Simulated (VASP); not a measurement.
Method: PBEsol GGA, VASP's PBE PAW potentials (set 64) (plane waves; VASP).

VASP input:

File KPOINTS:
```
Automatic mesh
0
Gamma
6 6 6
0 0 0
```

### INCAR
```
! general
SYSTEM   =  AgAu3
PREC     =  Accurate
ENCUT    =  300   ! plane-wave cut-off (eV)
LREAL    =  F   ! projection in real space or not
LASPH    =  T   ! aspherical one-centre terms

! electronic loop
EDIFF    =  1E-6
NELM     =  100   ! most electronic steps
ALGO     =  Normal
LMAXMIX  =  6   ! l cut-off of mixed one-centre charges

! smearing
ISMEAR   =  -1   ! Fermi-Dirac
SIGMA    =  0.1   ! width (eV)

! functional
GGA      =  PS   ! PBEsol

! ions
ISIF     =  2

! output
LWAVE    =  F
LCHARG   =  F
```

File POSCAR:
```
AgAu3
1
    4.1216300000     0.0000000000     0.0000000000
    0.0000000000     4.1216300000     0.0000000000
    0.0000000000     0.0000000000     4.1216300000
Ag Au
1 3
Direct
  0.5000000000   0.5000000000   0.5000000000
  0.5000000000   0.0000000000   0.0000000000
  0.0000000000   0.5000000000   0.0000000000
  0.0000000000   0.0000000000   0.5000000000
```

POTCAR, in this order: Ag Au (PBE.64 set). Program: vasp_std.

Output of the run:

OSZICAR:
```
       N       E                     dE             d eps       ncg     rms          rms(c)
DAV:   1     0.200110704159E+03    0.20011E+03   -0.16993E+04  1040   0.107E+03
DAV:   2    -0.111267935862E+02   -0.21124E+03   -0.20454E+03  1184   0.270E+02
DAV:   3    -0.165670828850E+02   -0.54403E+01   -0.53716E+01  1122   0.425E+01
DAV:   4    -0.166195342132E+02   -0.52451E-01   -0.52404E-01  1120   0.421E+00
DAV:   5    -0.166201162996E+02   -0.58209E-03   -0.58197E-03  1116   0.440E-01    0.154E+01
DAV:   6    -0.153342415553E+02    0.12859E+01   -0.38605E+00  1062   0.147E+01    0.971E+00
DAV:   7    -0.152653797748E+02    0.68862E-01   -0.22039E-01  1104   0.413E+00    0.488E+00
DAV:   8    -0.152545453952E+02    0.10834E-01   -0.28406E-02  1092   0.243E+00    0.464E-01
DAV:   9    -0.152531266207E+02    0.14188E-02   -0.49882E-03  1092   0.124E+00    0.129E-01
DAV:  10    -0.152531640682E+02   -0.37448E-04   -0.56242E-04  1088   0.209E-01    0.353E-02
DAV:  11    -0.152531616435E+02    0.24247E-05   -0.63652E-05  1102   0.123E-01    0.266E-02
DAV:  12    -0.152531634859E+02   -0.18424E-05   -0.45808E-06  1014   0.358E-02    0.518E-03
DAV:  13    -0.152531631605E+02    0.32545E-06   -0.72703E-07   560   0.146E-02
   1 F= -.15253163E+02 E0= -.15227636E+02  d E =-.510536E-01
```

OUTCAR:
```
------------------------ aborting loop because EDIFF is reached ----------------------------------------
  FORCE on cell =-STRESS in cart. coord.  units (eV):
  Direction    XX          YY          ZZ          XY          YZ          ZX
  --------------------------------------------------------------------------------------
  Total       -2.6120560     -2.6120560     -2.6120560      0.0000000      0.0000000     -0.0000000
  in kB      -59.7703868    -59.7703868    -59.7703868      0.0000000      0.0000000     -0.0000000
  external PRESSURE =     -59.7703868 kB  Pullay stress =       0.0000000 kB
  volume of cell :       70.02
      direct lattice vectors                 reciprocal lattice vectors
     4.121630000  0.000000000  0.000000000     0.242622458  0.000000000  0.000000000
     0.000000000  4.121630000  0.000000000     0.000000000  0.242622458  0.000000000
     0.000000000  0.000000000  4.121630000     0.000000000  0.000000000  0.242622458
 POSITION                                       TOTAL-FORCE (eV/Angst)
 -----------------------------------------------------------------------------------
      2.06081      2.06081      2.06081         0.000000      0.000000      0.000000
      2.06081      0.00000      0.00000         0.000000      0.000000      0.000000
      0.00000      2.06081      0.00000         0.000000      0.000000      0.000000
      0.00000      0.00000      2.06081         0.000000      0.000000      0.000000
 -----------------------------------------------------------------------------------
    total drift:                                0.000000      0.000000     -0.000000
  FREE ENERGIE OF THE ION-ELECTRON SYSTEM (eV)
  ---------------------------------------------------
  free  energy   TOTEN  =       -15.2531631605 eV

  energy  without entropy=      -15.2021095556  energy(sigma->0) =      -15.22763636
```
(Selected blocks of OUTCAR.)

**OUTCAR**
```
 val. band max:        8.5165410282   @ k =   0.3333   0.3333   0.1667

 cond. band min:       8.6360234736   @ k =   0.3333   0.3333   0.1667


 Fermi energy:         8.5289615239

 k-point     1 :       0.0000    0.0000    0.0000
  band No.  band energies     occupation
      1      -0.6182      2.00000
      2       1.9174      2.00000
      3       1.9547      2.00000
      4       1.9547      2.00000
      5       2.1943      2.00000
      6       2.1943      2.00000
      7       2.1943      2.00000
      8       4.0278      2.00000
      9       4.0278      2.00000
     10       4.0278      2.00000
     11       5.3106      2.00000
     12       5.3106      2.00000
     13       6.3015      2.00000
     14       6.3015      2.00000
     15       6.4385      2.00000
     16       6.4385      2.00000
     17       6.4385      2.00000
     18       6.6097      2.00000
     19       6.9486      2.00000
     20       6.9486      2.00000
     21       6.9486      2.00000
     22       9.7554      0.00001
     23       9.7554      0.00001
     24       9.7554      0.00001
     25      13.8396      0.00000
     26      13.8396      0.00000

 k-point     2 :       0.1667    0.0000    0.0000
  band No.  band energies     occupation
      1      -0.3138      2.00000
      2       2.0455      2.00000
      3       2.1110      2.00000
      4       2.1519      2.00000
      5       2.3001      2.00000
      6       2.3569      2.00000
      7       2.3569      2.00000
      8       3.8858      2.00000
      9       4.1537      2.00000
     10       4.1537      2.00000
     11       5.1657      2.00000
     12       5.3650      2.00000
     13       5.8725      2.00000
     14       5.8725      2.00000
     15       6.0825      2.00000
     16       6.1943      2.00000
     17       6.4361      2.00000
     18       6.4379      2.00000
     19       6.4936      2.00000
     20       6.4936      2.00000
     21       6.9488      2.00000
     22       8.0631      1.98121
...
```

At this cut-off the stress carries a Pulay error, which pulls relaxed volumes low. Unless said otherwise, spin-orbit coupling is left out, though it shifts the bands of the heavy elements here.

The structure comes from a computed database's AgAu3 entry (Pm-3m); how it stands against other phases isn't given here. The cell was not relaxed at this level. The run is one of a series of settings (GGA = PS, POTCAR Ag Au (PBE.64 set) against the base run), some of them coarse on purpose.
